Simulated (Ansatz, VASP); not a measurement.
# NaGeF3 in VASP and in Ansatz

Contents of POSCAR:

```
NaGeF3
1.0
    4.5650252550      0.0000000000      0.0000000000
    0.0000000000      4.5650252550      0.0000000000
    0.0000000000      0.0000000000      4.5650252550
Na Ge F
1 1 3
Direct
    0.0000000000      0.0000000000      0.0000000000
    0.5000000000      0.5000000000      0.5000000000
    0.5000000000      0.5000000000      0.0000000000
    0.5000000000      0.0000000000      0.5000000000
    0.0000000000      0.5000000000      0.5000000000
```

File INCAR.step1:

```
ALGO     = Normal         # electronic algorithm
EDIFF    = 1E-4           # SCF threshold, eV
ENCUT    = 520            # plane-wave cutoff, eV
GGA      = PE             # functional
ISMEAR   = 0              # smearing method
LASPH    = T              # aspherical terms in the spheres
LCHARG   = F              # write CHGCAR
LREAL    = F              # projectors in reciprocal space
LWAVE    = T              # write WAVECAR
NBANDS   = 29             # bands
NELM     = 60             # most SCF steps
PREC     = Accurate       # precision mode
SIGMA    = 0.01           # smearing width, eV
```

File INCAR.step2:

```
ALGO     = Normal         # electronic algorithm
EDIFF    = 1E-7           # SCF threshold, eV
ENCUT    = 520            # plane-wave cutoff, eV
ISIF     = 2              # what is computed and relaxed
ISMEAR   = 0              # smearing method
ISTART   = 1            
LASPH    = T              # aspherical terms in the spheres
LCHARG   = F              # write CHGCAR
LMIXTAU  = T            
LREAL    = F              # projectors in reciprocal space
LWAVE    = F              # write WAVECAR
METAGGA  = R2SCAN         # meta-GGA
NBANDS   = 29             # bands
NELM     = 60             # most SCF steps
PREC     = Accurate       # precision mode
SIGMA    = 0.01           # smearing width, eV
```

Contents of KPOINTS:

```
k-points
0
Gamma
  6 6 6
```

Input for Ansatz:

```yaml
crystal:
  lattice:
    - [4.565025255, 0.0, 0.0]
    - [0.0, 4.565025255, 0.0]
    - [0.0, 0.0, 4.565025255]
  atoms:
    - { symbol: Na, position: [0.0, 0.0, 0.0] }
    - { symbol: Ge, position: [0.5, 0.5, 0.5] }
    - { symbol: F, position: [0.5, 0.5, 0.0] }
    - { symbol: F, position: [0.5, 0.0, 0.5] }
    - { symbol: F, position: [0.0, 0.5, 0.5] }
kpoints:
  mp_grid: { grid: [6, 6, 6] }
  band_path:
    path: [[0.0, 0.0, 0.0], [0.0, 0.5, 0.0], [0.5, 0.5, 0.0], [0.5, 0.5, 0.5]]
    npoints: 1
hamiltonian:
  xc: r2scan
scf:
  occupations: { method: fixed }
  n_extra_bands: 5
output:
  forces: true
  stress: true
  eigenvalues: true
```

Change from the starting cell: hydrostatic strain +5.0%.

Alike in both runs: task single point; functional r2SCAN; k mesh 6 × 6 × 6; no spin polarisation.

|  | VASP | Ansatz |
| --- | --- | --- |
| version | VASP 6.6.1 | Ansatz 0.2.0 |
| potentials or method | VASP PAW PBE potentials, release 64 (Na_pv, Ge_d, F) | plane waves, PAW |
| plane-wave cutoff (eV) | 520 | 500 |
| occupations | gaussian, width 0.01 eV | fixed |
| valence electrons in the cell | 42 | 44 |

|  | VASP | Ansatz | Ansatz less VASP |
| --- | --- | --- | --- |
| gap on the k mesh at the Fermi level (eV) | 2.68 | 2.67 | -0.006 |
| pressure (GPa) | -6.2 | -6.0 | +0.24 |

The two sets of potentials don't hold the same shells in valence.

Caveats: the PAW data sets were made with another functional, which shifts forces and pressure a little (VASP). A k mesh can miss the band edges.
